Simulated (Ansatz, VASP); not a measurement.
**Ga2SbP in two plane-wave programs**

Aim: how closely do two programs agree when they are given the same cell, functional and k mesh? The cell is invented: As first built, before any earlier steps moved the atoms (in the runner's words): it takes the GaP structure with some of its atoms replaced by other elements, volume scaled by an estimate. It may not be a known or stable phase. The cell is taken from a series of VASP runs on this material, whose earlier steps may have relaxed, scaled or displaced it; both programs get it as it stands.

Method: plane waves, with VASP 6.6.1 beside it; relaxation of cell and atoms at r2SCAN, in Ansatz 0.2.0.

## (1) The starting structure

The structure is monoclinic, space group C2 (No. 5). Conventional cell: a = 5.808 Å, b = 5.807 Å, c = 5.758 Å, α = 90.00°, β = 90.01°, γ = 90.00°. Sb has 4 Ga at 2.60 Å nearest. Nearest to Ga lie 2 P at 2.42 Å and 2 Sb at 2.60 Å. P has 4 Ga at 2.42 Å nearest. As first built, before any earlier steps moved the atoms (in the runner's words): sites of the GaP structure (space group 216) filled with other elements, volume scaled by an estimate. Farther neighbours are not listed.

## (2) Ansatz: relaxation of cell and atoms, r2SCAN

Ansatz runs on its default PAW (the set named soft_2) files.

The relaxed volume is the usual yardstick between codes: its relative difference is about their pressure difference at one cell divided by the bulk modulus.

input.yaml

```yaml
crystal:
  lattice:
    - [2.90382937, -2.90358362, 0.0]
    - [2.90382937, 2.90358362, 0.0]
    - [-0.00133126, 0.0, 5.75825936]
  atoms:
    - { symbol: Sb, position: [0.501261202, 0.498738798, 0.5] }
    - { symbol: Ga, position: [0.001385726, 0.500569671, 0.776517218] }
    - { symbol: Ga, position: [0.499430329, 0.998614274, 0.223482782] }
    - { symbol: P, position: [0.999825104, 0.000174896, 0.0] }
hamiltonian:
  xc: r2scan
  pseudopotentials: { kind: paw }
kpoints:
  mp_grid: { grid: [5, 5, 4] }
scf:
  occupations: { method: gaussian, width: 0.05 }
relax:
  f_tol: 0.01
  max_steps: 60
  cell: { stress_tol: 0.05 }
output:
  forces: true
  stress: true
```

Started as:

```bash
$ ansatz run input.yaml --threads 4 --pin off --max-ram 9216MiB --backend cpu --events-out ev --progress --plain --runs-dir out
```

Numbers of over 12 decimals in the logs are rounded to 6 here.

The log of the run:

```text
Engine: ansatz 0.2.0, x86_64-unknown-linux-gnu
Pseudopotentials: kind: paw
Pseudopotential: Sb, paw, valence charge 15, recommended cutoff 500 eV (meta_gga), Sb.paw.azcp
Pseudopotential: Ga, paw, valence charge 13, recommended cutoff 500 eV (meta_gga), Ga.paw.azcp
Pseudopotential: P, paw, valence charge 5, recommended cutoff 500 eV (meta_gga), P.paw.azcp
Functional definition: r2SCAN
  parameter k0 = 0.174
  parameter k1 = 0.065
  parameter a1 = 4.9479
  exchange = r2scan_x(k0 = k0, k1 = k1, a1 = a1)
  correlation = r2scan_c
Crystal: 4 atoms, lattice volume = 97.102 Å³
Basis set: ecut = 500 eV, 2477 PW (Γ), exchange–correlation on 120×120×180 points (64 copies of the dense FFT grid, shifted against one another)
Bands: 28, of which v1, the nominal top of the filled ones, is band 23 counted from 1 (22 counted from 0)
Symmetry: 2 space group operations
Space group: C2 (ITA 5), of the structure as read, at distance tolerance 4.6e-5 Å
k-points: 33 of 100 (time reversal used)
Non-local potential: Sb, projectors of the file, l = 0: 2, l = 1: 2, l = 2: 2, l = 3: 2
Non-local potential: Ga, projectors of the file, l = 0: 2, l = 1: 2, l = 2: 3, l = 3: 1
Non-local potential: P, projectors of the file, l = 0: 2, l = 1: 2, l = 2: 2
PAW form: soft (Blöchl's): semilocal exchange-correlation on the pseudo side does not see the compensation charge
PAW frozen core: Sb, regenerated for the run's functional (the file was generated under x = pbe(κ = 0.804, μ = 0.219515), c = pbe(β = 0.066725))
PAW frozen core: Ga, regenerated for the run's functional (the file was generated under x = pbe(κ = 0.804, μ = 0.219515), c = pbe(β = 0.066725))
PAW frozen core: P, regenerated for the run's functional (the file was generated under x = pbe(κ = 0.804, μ = 0.219515), c = pbe(β = 0.066725))
PAW one-centre angular grid: Sb, 590 points (default); XC on 160 Gauss nodes
PAW one-centre angular grid: Ga, 590 points (default); XC on 160 Gauss nodes
PAW one-centre angular grid: P, 302 points (default); XC on 160 Gauss nodes
Initial density: superposition of atomic densities (neutral atoms: chi_scale 0, normalization atom), corrected by the library's trained network
Initial wavefunctions: pseudopotential atomic-orbital guess
Functional: x = r2scan, c = r2scan; τ floored in thin density (d = 2e-4 eV/Å³)
SCF iter   1: F=—  HF=-14839.982054 eV  |F-HF|=—  |Δ(HF+E_count)|=         —  Δρ=8.77e-3  dr2=4.75e-2  dr2_τ=9.48e-3  ethr=1.77e-3  ⟨swp⟩=7.0  Hψ=4315  notcnv=0
preconditioner: auto → Resta (q_TF=auto, 2.409 Å⁻¹)  ε∞=3.4  [insulator: Δε(μ)=0.487 eV  Ē_g=14.642 eV  σ=0.050 eV  W_gap=1.00  n_scr=20 (ndim 8)  ℏωp=22.6 eV  f_vac=0.038  D(μ)=0.00/eV (n_scr^D=0)  ε∞_Penn≈3.4]
SCF iter   2: F=—  HF=-14839.995718 eV  |F-HF|=—  |Δ(HF+E_count)|=   1.37e-2  Δρ=2.30e-3  dr2=3.15e-3  dr2_τ=1.95e-4  ethr=1.03e-4  ⟨swp⟩=2.5  Hψ=1945  notcnv=0  defer=32
SCF iter   3: F=—  HF=-14839.994984 eV  |F-HF|=—  |Δ(HF+E_count)|=   7.34e-4  Δρ=1.94e-3  dr2=1.52e-3  dr2_τ=2.74e-5  ethr=6.86e-6  ⟨swp⟩=2.0  Hψ=1487  notcnv=0  defer=32
SCF iter   4: F=—  HF=-14839.995225 eV  |F-HF|=—  |Δ(HF+E_count)|=   2.41e-4  Δρ=6.22e-4  dr2=2.44e-4  dr2_τ=2.53e-6  ethr=3.31e-6  ⟨swp⟩=1.0  Hψ=892  notcnv=0  defer=32
SCF iter   5: F=—  HF=-14839.995257 eV  |F-HF|=—  |Δ(HF+E_count)|=   3.16e-5  Δρ=1.15e-4  dr2=9.85e-6  dr2_τ=1.74e-7  ethr=5.30e-7  ⟨swp⟩=2.0  Hψ=1096  notcnv=0  defer=32
SCF iter   6: F=—  HF=-14839.995264 eV  |F-HF|=—  |Δ(HF+E_count)|=   7.13e-6  Δρ=2.00e-5  dr2=5.18e-7  dr2_τ=3.83e-9  ethr=2.14e-8  ⟨swp⟩=2.0  Hψ=1156  notcnv=0  defer=32
SCF iter   7: F=-14839.995264 eV  HF=-14839.995264 eV  |F-HF|=7.71e-9  |Δ(HF+E_count)|=   3.53e-7  Δρ=3.12e-6  dr2=1.10e-8  dr2_τ=3.82e-10  ethr=2.17e-10  ⟨swp⟩=5.4  Hψ=3507  notcnv=0
SCF 1 converged in 7 iterations: F = -14839.995264 eV  dr2 = 1.10e-8
  greatest PAW one-centre occupation: 0.994 electrons in one spin orbital (limit 2), on the Ga atom at site 1 (counted from 0), in its partial waves of l = 2
relax step   1: F+E_penalty+E_count = -14839.99526444 eV  Δ(F+E_penalty+E_count) = +0.000e0 eV  max|allowed force component| = 3.455e-2 eV/Å  Δτ_max = 0.0000 Å  P = +0.054 GPa  Ω = 97.102 Å³  (7 SCF iters, dr2 threshold 1.00e-7 eV, accepted)
[...]
relax step   2: F+E_penalty+E_count = -14839.99609696 eV  Δ(F+E_penalty+E_count) = -8.325e-4 eV  max|allowed force component| = 1.878e-2 eV/Å  Δτ_max = 0.0054 Å  P = +0.034 GPa  Ω = 97.154 Å³  energy of the carried Pulay correction = -1.189e-5 eV  (5 SCF iters, dr2 threshold 3.48e-7 eV, accepted)
[...]
relax step   3: F+E_penalty+E_count = -14839.99617034 eV  Δ(F+E_penalty+E_count) = -7.338e-5 eV  max|allowed force component| = 4.876e-3 eV/Å  Δτ_max = 0.0020 Å  P = -0.012 GPa  Ω = 97.210 Å³  energy of the carried Pulay correction = -2.430e-5 eV  (5 SCF iters, dr2 threshold 2.20e-8 eV, accepted)
[...]
relax step   4: F+E_penalty+E_count = -14839.99620272 eV  Δ(F+E_penalty+E_count) = -3.238e-5 eV  max|allowed force component| = 4.891e-3 eV/Å  Δτ_max = 0.0000 Å  P = -0.012 GPa  Ω = 97.210 Å³  stress off target by 2.78e-2 GPa  SCF on the basis re-selected at this cell (its energy is not comparable with the rows above)  (6 SCF iters)
basis re-selected at this cell: Δ(F+E_penalty+E_count) = -3.238e-5 eV, ΔP = +0.000 GPa vs the last step (what re-selecting the basis moved, of the pressure what is left beyond the Pulay correction that the steps carried, after the strain that the cell walked since its last selection, with what the two solves' SCF thresholds leave and, on support functions, any second-order correction that the steps lacked; it is no m [...]
SCF converged after 6 iterations
Free energy (F): -14839.996203 eV
Harris-Foulkes:  -14839.996203 eV  (|F-HF|=0.00e0)
Internal energy: -14839.996203 eV  (E = F + TS)
E sigma→0 (E₀):  -14839.996203 eV
Fermi energy:    7.757323 eV
--- Per-component energies (eV) ---
  E_band       = -342.656898
  E_kinetic    = 506.573667
  E_local      = -6157.193969  (includes V_loc(G=0)·N_el)
  E_nonlocal   = 1250.943328
  E_hartree    = 2847.180433
  E_xc         = -309.879798
  E_vxc        = -285.985828  (∫ρ·V_xc dr)
  E_paw        = -9186.951507  (= ΣΔE_a)
  E_vpaw       = -1367.407477  (= ΣTr[D̂ρ^β])
  E_aug_tail   = -0.000081  (compensation charges beyond the density's cutoff)
  E_vtau       = 16.052608  (kinetic-family band-sum trace: ∫τ·v_τ [+ j·A + Jᵃ·Aᵃ] dr)
  E_ewald      = -3789.777330
  E_core_change = -0.890945  (= ΣΔE_core)
  E_smearing   = -0.000000  (= −TS)
  E_closure    = -0.000000  (closes the sum)
  Σ components = -14839.996203   (vs F -14839.996203, Δ=0.00e0)
--- Forces (eV/Å), atoms counted from 1 ---
  atom   1  Sb    -0.00000000    -0.00024632     0.00000000
  atom   2  Ga    -0.00489125    -0.00090143    -0.00447675
  atom   3  Ga     0.00489125    -0.00090143     0.00447675
  atom   4  P     -0.00000000     0.00204976     0.00000000
  max |Σ_I F_I| component: 5.71e-7 eV/Å
--- Stress (GPa, compression-positive) ---
       -0.008341       0.000000       0.012469
        0.000000      -0.008458      -0.000000
        0.012469      -0.000000      -0.019742
  P = ⅓ Tr σ = -0.0122 GPa (-0.122 kbar)
--- Relaxed structure (3 steps of the walk, 3 accepted, 1 SCFs on fresh bases) ---
  F+E_penalty+E_count = -14839.99620272 eV   max|allowed force component| = 4.891e-3 eV/Å   (the final SCF, on the basis selected at the relaxed cell)
  cell:  # Å, volume = 97.2096 Å³
    - [2.897152, -2.897160, 0.000187199]
    - [2.897152, 2.897160, 0.000187199]
    - [-0.000956985, -2.1939192902878053e-18, 5.790760]
  atoms:
    - { symbol: Sb, position: [0.500680, 0.499320, 0.5] }
    - { symbol: Ga, position: [0.000761358, 0.499841, 0.776043] }
    - { symbol: Ga, position: [0.500159, 0.999239, 0.223957] }
    - { symbol: P, position: [1.000302, -0.000302285, 0] }
```

Wall time 12 s (4 threads of Intel Xeon 6975P-C (Granite Rapids), shared host); peak memory 0.69 GiB.

## (3) VASP: relaxation of cell and atoms, r2SCAN

The same cell, functional, mesh and smearing now go to VASP, with its own data sets and cutoff.

Lines of VASP's logs that name or quote its potential files are left out, and so is its time.

INCAR

```
SYSTEM = Ga2SbP
PREC = Accurate
ENCUT = 400
EDIFF = 1E-06
NELM = 100
ISMEAR = 0
SIGMA = 0.05
LREAL = .FALSE.
ALGO = Normal
METAGGA = R2SCAN
LASPH = .TRUE.
NBANDS = 24
LORBIT = 11
LWAVE = .FALSE.
LCHARG = .FALSE.
KPAR = 2
IBRION = 2
NSW = 60
ISIF = 3
EDIFFG = -0.01
```

POSCAR

```
Ga2SbP
1.0
    2.9038293700     -2.9035836200      0.0000000000
    2.9038293700      2.9035836200      0.0000000000
   -0.0013312600      0.0000000000      5.7582593600
Sb Ga P
1 2 1
Direct
    0.5012612020      0.4987387980      0.5000000000
    0.0013857260      0.5005696710      0.7765172180
    0.4994303290      0.9986142740      0.2234827820
    0.9998251040      0.0001748960      0.0000000000
```

KPOINTS

```
Automatic mesh
0
Gamma
5 5 4
0 0 0
```

PAW data sets: Sb, Ga_d and P (PBE family, release 64).

Started as:

```bash
$ mpirun -np 2 vasp_std
```

The log of the run:

```text
[banner, memory and clock lines left out]
running    2 mpi-ranks, on    1 nodes
 distrk:  each k-point on    1 cores,    2 groups
 distr:  one band on    1 cores,    1 groups

 POSCAR found type information on POSCAR SbGaP
 POSCAR found :  3 types and       4 ions
|                                                                             |
|               ----> ADVICE to this user running VASP <----                  |
|                                                                             |
|     You enforced a specific xc type in the INCAR file but a different       |
|     [... a line on the potential file left out ...]
|     I HOPE YOU KNOW WHAT YOU ARE DOING!                                     |
|                                                                             |

 LDA part: xc-table for (None), standard interpolation
 POSCAR, INCAR and KPOINTS ok, starting setup
 FFT: planning ... GRIDC
 FFT: planning ... GRID_SOFT
 FFT: planning ... GRID
 WAVECAR not read
 entering main loop
       N       E                     dE             d eps       ncg     rms          rms(c)
DAV:   1     0.168722733594E+03    0.16872E+03   -0.15153E+04  1592   0.179E+03
DAV:   2    -0.403959394632E+02   -0.20912E+03   -0.20384E+03  1744   0.414E+02
DAV:   3    -0.622413456345E+02   -0.21845E+02   -0.21747E+02  1952   0.111E+02
DAV:   4    -0.627980289592E+02   -0.55668E+00   -0.55625E+00  1888   0.201E+01
DAV:   5    -0.628124179352E+02   -0.14389E-01   -0.14387E-01  2048   0.288E+00    0.544E+00
DAV:   6    -0.587022122336E+02    0.41102E+01   -0.10653E+00  2080   0.147E+01    0.361E+00
DAV:   7    -0.587014686980E+02    0.74354E-03   -0.37369E-01  1928   0.452E+00    0.160E+00
DAV:   8    -0.587066457031E+02   -0.51770E-02   -0.25327E-02  2024   0.135E+00    0.536E-01
DAV:   9    -0.587064031648E+02    0.24254E-03   -0.69589E-03  1856   0.642E-01    0.621E-02
DAV:  10    -0.587063765516E+02    0.26613E-04   -0.73470E-04  1992   0.189E-01    0.472E-02
DAV:  11    -0.587063828186E+02   -0.62670E-05   -0.90460E-05  2040   0.601E-02    0.157E-02
DAV:  12    -0.587063804190E+02    0.23996E-05   -0.51176E-06  1672   0.163E-02    0.737E-03
DAV:  13    -0.587063792123E+02    0.12067E-05   -0.26165E-06  1608   0.128E-02    0.181E-03
DAV:  14    -0.587063798893E+02   -0.67703E-06   -0.22316E-07  1200   0.607E-03
   1 F= -.58706380E+02 E0= -.58706380E+02  d E =-.587064E+02
[...]
2 F= -.58706896E+02 E0= -.58706896E+02  d E =-.515936E-03
[...]
3 F= -.58706981E+02 E0= -.58706981E+02  d E =-.600934E-03
[...]
4 F= -.58706922E+02 E0= -.58706922E+02  d E =-.541887E-03
[...]
5 F= -.58706997E+02 E0= -.58706997E+02  d E =-.617311E-03
[...]
6 F= -.58707064E+02 E0= -.58707064E+02  d E =-.672086E-04
 trial-energy change:   -0.000067  1 .order   -0.000102   -0.000308    0.000104
 step:   0.7109(harm=  0.8442)  dis= 0.00033  next Energy=   -58.707085 (dE=-0.883E-04)
 bond charge predicted
       N       E                     dE             d eps       ncg     rms          rms(c)
DAV:   1    -0.587073285554E+02   -0.26507E-03   -0.51155E-03  2104   0.884E-01    0.106E-01
DAV:   2    -0.587071548983E+02    0.17366E-03   -0.72539E-04  2016   0.405E-01    0.541E-02
DAV:   3    -0.587070933080E+02    0.61590E-04   -0.86626E-05  2400   0.129E-01    0.122E-02
DAV:   4    -0.587070878712E+02    0.54368E-05   -0.22304E-05  1880   0.497E-02    0.273E-03
DAV:   5    -0.587070866444E+02    0.12267E-05   -0.15292E-06  1224   0.128E-02    0.129E-03
DAV:   6    -0.587070856153E+02    0.10291E-05   -0.29769E-07   944   0.652E-03    0.475E-04
DAV:   7    -0.587070855618E+02    0.53472E-07   -0.88014E-08   960   0.349E-03
   7 F= -.58707086E+02 E0= -.58707086E+02  d E =-.883619E-04
 curvature:  -0.45 expect dE=-0.848E-05 dE for cont linesearch -0.444E-05
 trial: gam=-0.16373 g(F)=  0.746E-05 g(S)=  0.113E-04 ort = 0.606E-04 (trialstep = 0.105E+01)
 search vector abs. value=  0.894E-05
 reached required accuracy - stopping structural energy minimisation
```

[end of part 1 of 2]

[Lines on the potential files, build, host, timing and source positions are cut from VASP's logs without a mark.]

[Logs are printed without paths, hosts, clocks, repeated set-up lines and the standing remarks that a program may print on its own settings, such as how far it seeks lower states.]

[Hosts, paths, dates, database ids (printed as entryN), source tags and the programs' standing remarks are cut or masked in the printed files.]
